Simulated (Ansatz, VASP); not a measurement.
## Si in VASP and in Ansatz

```xyz
8
Lattice="-3.2835 3.2835 3.2835 3.2835 -3.2835 3.2835 3.2835 3.2835 -3.2835" Properties=species:S:1:pos:R:3 pbc="T T T"
Si    0.6718    0.6718    0.6718
Si   -0.6718    2.6117    0.6718
Si    0.6718   -0.6718    2.6117
Si    2.6117    0.6718   -0.6718
Si    2.6117    2.6117    2.6117
Si    0.6718    3.9554   -0.6718
Si   -0.6718    0.6718    3.9554
Si    3.9554   -0.6718    0.6718
```

Alike in both runs: functional LDA; k mesh 4 × 4 × 4; occupations fermi-dirac, width 0.05 eV; no spin polarisation.

Ansatz relaxed the structure, and its values are those at the end. VASP's run is a single point on that final structure, the one shown.

|  | VASP | Ansatz |
| --- | --- | --- |
| version | VASP 6.6.1 | Ansatz 0.2.0 |
| potentials or method | VASP PAW LDA potentials, release 64 (Si) | plane waves (420 eV) with PAW, scalar-relativistic |
| plane-wave cutoff (eV) | 520 | 420 |
| valence electrons in the cell | 32 | 32 |

```tsv
	VASP	Ansatz	Ansatz less VASP
pressure (GPa)	0.0	0.0	-0.05
rms of the force components (eV/Å)	0.004	0.000	-0.0035
```

Ansatz warned: «pseudo_functional_mismatch».
